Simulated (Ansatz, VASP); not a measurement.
# SbAs in two plane-wave programs, part 2 of 2

Wanted: the spread between two codes on one cell, functional and k mesh. The cell is generated by rule, not measured, and may not be a known phase. The cell is taken from a series of runs on this material, whose earlier steps may have relaxed, scaled, displaced or heated it; both programs get it as it stands.

VASP 6.6.1 and Ansatz 0.2.0.

So far: Starting point; VASP: zone-centre phonons, PBEsol.

The structure was built from a prototype and need not be the compound's stable phase.

### Step 3. Ansatz: zone-centre phonons, PBEsol

Level of this step: Ansatz beside VASP: Kohn-Sham DFT, plane waves, PBEsol (Ansatz).

Ansatz runs on its default PAW (the set named soft_2) files.

The same cell, functional, mesh and smearing now go to Ansatz, which takes its cutoff from its data sets.

File input.yaml:

```yaml
crystal:
  lattice:
    - [-3.7184705133, 0.0, 0.0]
    - [0.0, -3.5571303809, -3.5571303809]
    - [0.0, -3.5571303809, 3.5571303809]
  atoms:
    - { symbol: Sb, position: [1.0, 0.5, 0.5] }
    - { symbol: Sb, position: [1.0, 1.0, 1.0] }
    - { symbol: As, position: [0.636612871, 0.0, 0.5] }
    - { symbol: As, position: [0.363387129, 0.5, 0.0] }
kpoints:
  mp_grid: { grid: [10, 8, 8] }
hamiltonian:
  xc: pbesol
scf:
  occupations: { method: methfessel_paxton, width: 0.15 }
output:
  eigenvalues: true
phonons:
  method: dfpt
```

Run with:

```sh
ansatz run input.yaml --threads 4 --pin off --max-ram 7168MiB --backend cpu --events-out ev --progress --plain --runs-dir out
```

Numbers of over 12 decimals in the logs are rounded to 6 here.

Output:

```text
zone centre: on kpoints.mp_grid the ground state, and the responses unless they are solved on pairs of k-points, stand on 204 of the mesh's 640 k-points, reduced under 2 symmetry operations, with k and −k counted as one. Each operation leaves every solved displacement unchanged or reverses it
Engine: ansatz 0.2.0, x86_64-unknown-linux-gnu
Pseudopotentials: kind: paw
Pseudopotential: Sb, paw, valence charge 15, recommended cutoff 420 eV (normal), Sb.paw.azcp
Pseudopotential: As, paw, valence charge 15, recommended cutoff 420 eV (normal), As.paw.azcp
Functional definition: PBEsol
  exchange = pbesol_x
  correlation = pbesol_c
Crystal: 4 atoms, lattice volume = 94.101 Å³
Basis set: ecut = 420 eV, 1841 PW (Γ), exchange–correlation on 50×72×72 points (8 copies of the dense FFT grid, shifted against one another)
Bands: 36, of which v1, the nominal top of the filled ones, is band 30 counted from 1 (29 counted from 0)
Symmetry: 16 space group operations
k-points: 204 of 640 (irreducible under 2 space group operations, time reversal used)
Non-local potential: Sb, projectors of the file, l = 0: 2, l = 1: 2, l = 2: 2, l = 3: 2
Non-local potential: As, projectors of the file, l = 0: 2, l = 1: 2, l = 2: 3, l = 3: 1
PAW form: soft (Blöchl's): semilocal exchange-correlation on the pseudo side does not see the compensation charge
PAW frozen core: Sb, regenerated for the run's functional, and the local potential with it (the file was generated under x = pbe(κ = 0.804, μ = 0.219515), c = pbe(β = 0.066725))
PAW frozen core: As, regenerated for the run's functional, and the local potential with it (the file was generated under x = pbe(κ = 0.804, μ = 0.219515), c = pbe(β = 0.066725))
PAW one-centre angular grid: Sb, 590 points (default); XC on 64 Gauss nodes
PAW one-centre angular grid: As, 590 points (default); XC on 64 Gauss nodes
Initial density: superposition of atomic densities (neutral atoms: chi_scale 0, normalization atom), corrected by the library's trained network
Initial wavefunctions: pseudopotential atomic-orbital guess
Functional: x = pbesol(κ = 0.804, μ = 0.123457), c = pbesol(β = 0.046)
SCF iter   1: F=—  HF=-22441.340567 eV  |F-HF|=—  |Δ(HF+E_count)|=         —  Δρ=3.57e-3  dr2=1.68e-2  ethr=1.77e-3  ⟨swp⟩=6.6  Hψ=29203  notcnv=0
preconditioner: auto → Kerker (q_TF=auto, 2.531 Å⁻¹)  [metal: Δε(μ)=0.008 eV  Ē_g=8.207 eV  σ=0.150 eV  W_gap=0.05  n_scr=30 (ndim 8)  ℏωp=17.1 eV  f_vac=0.000  D(μ)=2.47/eV (n_scr^D=18)]
SCF iter   2: F=—  HF=-22441.335292 eV  |F-HF|=—  |Δ(HF+E_count)|=   5.28e-3  S|Δr|=    0.00e0  Δρ=2.20e-3  dr2=4.92e-3  ethr=2.80e-5  ⟨swp⟩=1.5  Hψ=9982  notcnv=0
SCF iter   3: F=—  HF=-22441.334256 eV  |F-HF|=—  |Δ(HF+E_count)|=   1.04e-3  S|Δr|=    0.00e0  Δρ=5.47e-4  dr2=3.79e-4  ethr=8.20e-6  ⟨swp⟩=2.2  Hψ=11820  notcnv=0
SCF iter   4: F=—  HF=-22441.334101 eV  |F-HF|=—  |Δ(HF+E_count)|=   1.55e-4  S|Δr|=    0.00e0  Δρ=2.72e-4  dr2=4.40e-5  ethr=6.32e-7  ⟨swp⟩=2.0  Hψ=13259  notcnv=0
SCF iter   5: F=—  HF=-22441.334102 eV  |F-HF|=—  |Δ(HF+E_count)|=   1.39e-6  S|Δr|=    0.00e0  Δρ=1.59e-4  dr2=1.24e-5  ethr=7.34e-8  ⟨swp⟩=2.0  Hψ=11229  notcnv=0
SCF iter   6: F=—  HF=-22441.334093 eV  |F-HF|=—  |Δ(HF+E_count)|=   9.44e-6  S|Δr|=    0.00e0  Δρ=4.77e-5  dr2=1.34e-6  ethr=2.07e-8  ⟨swp⟩=2.0  Hψ=11474  notcnv=0
SCF iter   7: F=—  HF=-22441.334091 eV  |F-HF|=—  |Δ(HF+E_count)|=   1.45e-6  S|Δr|=    0.00e0  Δρ=1.10e-5  dr2=8.70e-8  ethr=2.24e-9  ⟨swp⟩=2.0  Hψ=11025  notcnv=0
SCF iter   8: F=—  HF=-22441.334091 eV  |F-HF|=—  |Δ(HF+E_count)|=   2.88e-8  S|Δr|=    0.00e0  Δρ=1.19e-6  dr2=1.67e-9  ethr=1.45e-10  ⟨swp⟩=2.0  Hψ=11203  notcnv=0
SCF iter   9: F=—  HF=-22441.334091 eV  |F-HF|=—  |Δ(HF+E_count)|=  3.31e-10  S|Δr|=    0.00e0  Δρ=2.28e-7  dr2=5.42e-11  ethr=2.79e-12  ⟨swp⟩=2.0  Hψ=13265  notcnv=0
SCF iter  10: F=-22441.334091 eV  HF=-22441.334091 eV  |F-HF|=3.64e-12  |Δ(HF+E_count)|=  1.46e-11  S|Δr|=    0.00e0  Δρ=4.21e-8  dr2=2.63e-12  ethr=1.00e-12  ⟨swp⟩=8.3  Hψ=33707  notcnv=0
SCF 1 converged in 10 iterations: F = -22441.334091 eV  dr2 = 2.63e-12
  greatest PAW one-centre occupation: 0.999 electrons in one spin orbital (limit 2), on the As atom at site 3 (counted from 0), in its partial waves of l = 2
DFPT response loops at Γ: preconditioner auto → Kerker (q_TF=auto, 2.531 Å⁻¹) (partly filled bands, converged f_vac=0.000); β = 1.00, the filter's whole step (`scf.mixing.beta` (0.50) is not read by the response loops under this deck's `scf.mixing.preconditioner`; to damp them name `kerker` or `kerker_dos`, under which they read `scf.mixing.beta`, and type it under 1.00, their step now; both keys bind the ground state too); Broyden in place of MSR1
SCF converged after 10 iterations
Stability not checked: this state was not tested for a lower state beside it, because cold or Methfessel-Paxton smearing, or corrected tetrahedra, fill the levels in a way that the test cannot read (fill_not_monotonic; see scf.lower_state_search)
Free energy (F): -22441.334091 eV
Harris-Foulkes:  -22441.334091 eV  (|F-HF|=3.64e-12)
Internal energy: -22441.332496 eV  (E = F + TS)
E sigma→0 (E₀):  -22441.333692 eV
Entropy (-TS):   -0.001596 eV (-0.399 meV/atom)
Fermi energy:    11.545050 eV
--- Per-component energies (eV) ---
  E_band       = -730.700218
  E_kinetic    = 619.968113
  E_local      = -6064.980756  (includes V_loc(G=0)·N_el)
  E_nonlocal   = -610.277425
  E_hartree    = 3098.634762
  E_xc         = -433.248075
  E_vxc        = -352.669237  (∫ρ·V_xc dr)
  E_paw        = -12581.809474  (= ΣΔE_a)
  E_vpaw       = -520.010415  (= ΣTr[D̂ρ^β])
  E_aug_tail   = 0.000010  (compensation charges beyond the density's cutoff)
  E_ewald      = -6472.216222
  E_core_change = 2.596571  (= ΣΔE_core)
  E_smearing   = -0.001596  (= −TS)
  E_closure    = -0.000000  (closes the sum)
  Σ components = -22441.334091   (vs F -22441.334091, Δ=0.00e0)
--- Band table (eV; the first three rows and the last of 204) ---
  k-point 0: bands = [... 26 lower, 9.1720, 9.1720, 9.8582, 11.1855, 13.5581, 13.9267, 14.9403, 15.5559, ... 2 higher]
  k-point 1: bands = [... 26 lower, 8.9029, 9.3472, 9.9310, 11.4377, 13.3647, 13.6848, 15.2425, 15.5238, ... 2 higher]
  k-point 2: bands = [... 26 lower, 8.2680, 9.6928, 10.1311, 12.1188, 12.7816, 13.1830, 15.3227, 15.3445, ... 2 higher]
  k-point 203: bands = [... 26 lower, 5.9709, 5.9709, 12.9255, 12.9255, 13.8353, 13.8353, 15.0989, 15.0989, ... 2 higher]
--- Phonons (Γ-DFPT): 4 representative perturbations + reference, on 204 of 640 k-points (Σ response iterations 12) ---
  k mesh reduced under 2 symmetry operations, with k and −k counted as one. Each operation leaves every solved displacement unchanged or reverses it
  ASR residual: 6.255e-5 → 0.000e0 eV/Å²; symmetrization residual: 2.502e-5 eV/Å²
  ASR residual per site (eV/Å²): 5.00e-5 5.00e-5 6.25e-5 6.25e-5
  Γ frequencies (cm⁻¹): 0.00 0.00 0.00 39.56 62.84 62.84 109.27 109.94 109.94 110.26 110.26 122.40
  non-analytic LO–TO correction: not included (Born effective charges unavailable; polar crystals: no LO–TO splitting at Γ)
```

In the SCF lines HF is the Harris–Foulkes energy and dr2 the Hartree energy of the density residual, in eV; the loop may stop once dr2 is under the threshold and the program's other checks hold. Hψ counts applications of the Hamiltonian.

### Step 4. Comparison

Known differences besides the potentials themselves: the data sets hold 60 valence electrons in Ansatz (on its default PAW (the set named soft_2) files) and 20 in VASP; the cutoff is 420 eV in Ansatz and 500 eV in VASP; Ansatz makes its cores anew for this functional, VASP keeps those of its PBE data sets. Total energies have different zeros and are not compared.

The two programs side by side:

```csv
quantity,Ansatz,VASP,difference
optical mode 1 (cm⁻¹),39.6,43.8,-4.2
optical mode 2 to 3 (cm⁻¹),62.8,63.6,-1.23 %
optical mode 4 (cm⁻¹),109.3,109.8,-0.45 %
optical mode 5 to 6 (cm⁻¹),109.9,114.3,-3.79 %
optical mode 7 to 8 (cm⁻¹),110.3,114.4,-3.59 %
optical mode 9 (cm⁻¹),122.4,125.6,-2.55 %
```

Modes are paired by rising frequency, not by their patterns, so a pair may set unlike modes beside each other; they are those without the splitting of longitudinal modes.

### Step 5. What came out

```
r.m.s. difference of the optical zone-centre modes, each program's sorted by frequency (zone-centre phonons, PBEsol) : 3.3 cm⁻¹
difference in optical mode 5 to 6 (zone-centre phonons, PBEsol)                                                      : -3.8 %
```

What this shows: The r.m.s. difference of the optical zone-centre modes, each program's sorted by frequency is 3.3 cm⁻¹ (zone-centre phonons, PBEsol). The data sets hold unlike numbers of valence electrons (60 in Ansatz and 20 in VASP), so part of the differences comes from the potentials. Among the rows given in per cent, the largest difference of the zone-centre phonons, PBEsol pair is in optical mode 5 to 6, -3.8 %. How closely two codes agree says nothing of how well the functional describes the real material.

[Lines on the potential files, build, host, timing and source positions are cut from VASP's logs without a mark.]

[Logs are printed without paths, hosts, clocks, repeated set-up lines and the standing remarks that a program may print on its own settings, such as how far it seeks lower states.]

[Hosts, paths, dates, database ids (printed as entryN), source tags and the programs' standing remarks are cut or masked in the printed files.]
